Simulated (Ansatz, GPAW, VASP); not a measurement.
Code comparison for BaMg₂Sb₂ (P-3m1, 5 atoms in the cell)

Self-consistent single point.

```yaml
crystal:
  lattice:
    - [4.79854, 0.00000, 0.00000]
    - [-2.39927, 4.15566, 0.00000]
    - [0.00000, 0.00000, 8.20590]
  atoms:
    - { symbol: Ba, position: [0.00000, 0.00000, 0.00000] }
    - { symbol: Mg, position: [0.66667, 0.33333, 0.37666] }
    - { symbol: Mg, position: [0.33333, 0.66667, 0.62334] }
    - { symbol: Sb, position: [0.66667, 0.33333, 0.73051] }
    - { symbol: Sb, position: [0.33333, 0.66667, 0.26949] }
```

Shared settings, as Ansatz (a program for electronic structure) writes them: kpoints.mp_grid.grid = 6 6 3; scf.occupations.method = fixed. Potentials and cutoffs stand in the table.

```
code                                                    model  pressure (GPa)  largest force (eV/Å)  gap on the mesh (eV)   cutoff
------  -----------------------------------------------------  --------------  --------------------  --------------------  -------
GPAW    PBEsol, GPAW PAW datasets PBEsol (made by gpaw-setup)           -1.14                 0.102                 0.797   850 eV
Ansatz                        PBEsol, PAW files made with PBE           -1.21                 0.137                 0.824  default
VASP               PBEsol, VASP's PBE PAW potentials (set 64)           -0.96                 0.110                 0.767   300 eV
```

Size of the force on each atom (eV/Å): Sizes of forces hide their directions.

```csv
code,Ba1,Mg2,Mg3,Sb4,Sb5
GPAW,0.000,0.026,0.026,0.102,0.102
Ansatz,0.000,0.027,0.027,0.137,0.137
VASP,0.000,0.027,0.027,0.110,0.110
```

Gaps are read on the mesh.

On Ansatz's run: spin-orbit coupling is off.

The spread over the programs that give each value: pressure within 0.25 GPa; largest force within 0.035 eV/Å; gap on the mesh within 0.057 eV.

Ansatz's pressure is given at a fixed set of plane waves, as the other plane-wave codes print theirs.

VASP's run is marked for a possible Pulay error in its stress at this cutoff; no cutoff test was made.

VASP ran the fixed occupations as a Gaussian smearing of 0.01 eV.

The starting cell comes from a database of computed structures (which also holds hypothetical and non-ambient phases and stackings), without a prior relaxation at this level.

Left out of this page: Quantum ESPRESSO, CP2K, Elk and FLEUR (not drawn, or without a comparable value); ABINIT (with a known weakness of the program).

Keys are those of Ansatz 0.2.
